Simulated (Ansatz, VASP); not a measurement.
# NaLiICl in VASP and in Ansatz

The input INCAR:

```
PREC = Accurate ; ENCUT = 520
EDIFF = 1E-6 ; ISMEAR = 0
SIGMA = 0.05 ; LREAL = False
LASPH = True ; NELM = 100
ALGO = Normal ; ISIF = 2
LWAVE = False ; LCHARG = False
GGA = CA ; NBANDS = 20
```

KPOINTS

```
Automatic mesh
0
Gamma
  6 6 4
```

POSCAR

```
NaLiICl
1.0
    4.0916360000      0.0000000000      0.0000000000
    0.0000000000      4.0916360000      0.0000000000
    0.0000000000      0.0000000000      5.7181164800
Na Li I Cl
1 1 1 1
Direct
    0.5000000000      0.5000000000      0.5000000000
    0.0000000000      0.0000000000      0.0000000000
    0.5000000000      0.5000000000      0.0000000000
    0.0000000000      0.0000000000      0.5000000000
```

Input for Ansatz:

```yaml
crystal:
  lattice:
    - [4.091636, 0.0, 0.0]
    - [0.0, 4.091636, 0.0]
    - [0.0, 0.0, 5.71811648]
  atoms:
    - { symbol: Na, position: [0.5, 0.5, 0.5] }
    - { symbol: Li, position: [0.0, 0.0, 0.0] }
    - { symbol: I, position: [0.5, 0.5, 0.0] }
    - { symbol: Cl, position: [0.0, 0.0, 0.5] }
basis:
  ecutwfc: 420
kpoints:
  mp_grid: { grid: [6, 6, 4] }
hamiltonian:
  xc: lda
scf:
  occupations: { method: gaussian, width: 0.05 }
output:
  forces: true
  stress: true
  eigenvalues: true
```

Change from the starting cell: strain +0.000 along x and y, -0.080 along z, atoms carried along.

Alike in both runs: task single point; functional LDA; k mesh 6 × 6 × 4; occupations gaussian, width 0.05 eV; no spin polarisation.

|  | VASP | Ansatz |
| --- | --- | --- |
| version | VASP 6.6.1 | Ansatz 0.2.0 |
| potentials or method | VASP PAW LDA potentials, release 64 (Na_pv, Li_sv, I, Cl) | scalar-relativistic, plane waves, PAW |
| plane-wave cutoff (eV) | 520 | 420 |
| valence electrons in the cell | 24 | 36 |

Ansatz gave:

| Quantity | Value |
| --- | --- |
| gap on the k mesh at the Fermi level (eV) | 4.24 |
| least direct gap on the mesh (eV) | 4.41 |

Estimate VASP's values.

gap on the k mesh at the Fermi level (eV): 4.25; least direct gap on the mesh (eV): 4.42.

The two sets of potentials don't hold the same shells in valence.

Caveats: spin-orbit coupling is left out, which moves the levels of the heavy elements. A k mesh can miss the band edges.
